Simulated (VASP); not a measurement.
The input files of a VASP run:

**INCAR**
```
! general
SYSTEM  =ZrC
PREC    =Accurate
ENCUT   =520
LREAL   =.False.
LASPH   =.True.

! electronic loop
EDIFF   =1E-7
NELM    =100
ALGO    =Normal
LMAXMIX =4

! smearing
ISMEAR  =-5

! functional
GGA     =ML
LUSE_VDW=.True.
AGGAC   =0.0
ZAB_VDW =-1.8867

! ions
ISIF    =2

! output
LWAVE   =.False.
LCHARG  =.True.
LORBIT  =11
NEDOS   =601
```

**POSCAR**
```
ZrC
1
    0.0000000000     2.3967089577     2.3967089577
    2.3967089577     0.0000000000     2.3967089577
    2.3967089577     2.3967089577     0.0000000000
Zr C
1 1
Direct
  0.0000000000   0.0000000000   0.0000000000
  0.5000000000   0.5000000000   0.5000000000
```

**KPOINTS**
```
Automatic mesh
0
Gamma
15 15 15
0 0 0
```

POTCAR, in this order: Zr_sv C (PBE.64 set). Program: vasp_std.

Q: Translate this vdW-DF2 calculation to Quantum ESPRESSO's pw.x.

A: One equivalent input (not run):
```
&CONTROL
  calculation = 'scf'
  pseudo_dir = './pseudo'
  outdir = './out'
  tprnfor = .true.
  tstress = .true.
/
&SYSTEM
  ibrav = 0
  nat = 2
  ntyp = 2
  ecutwfc = 82
  occupations = 'tetrahedra'
  input_dft = 'vdw-df2'
/
&ELECTRONS
  conv_thr = 7.3e-09
  electron_maxstep = 100
/
ATOMIC_SPECIES
  Zr 91.224 Zr.upf
  C 12.011 C.upf
CELL_PARAMETERS angstrom
     0.0000000    2.3967090    2.3967090
     2.3967090    0.0000000    2.3967090
     2.3967090    2.3967090    0.0000000
ATOMIC_POSITIONS crystal
  Zr   0.0000000  0.0000000  0.0000000
  C    0.5000000  0.5000000  0.5000000
K_POINTS automatic
  15 15 15 0 0 0
```
The two are equivalent in intent, not identical: the potentials are each code's own (VASP's PAW set, PseudoDojo norm-conserving files in pw.x), so ENCUT and ecutwfc are chosen apart and not converted; conv_thr bounds pw.x's estimated SCF error, while EDIFF bounds the energy change between steps.

The compound is ZrC in the rock salt structure. It was relaxed first, which changed the volume by +6 %.
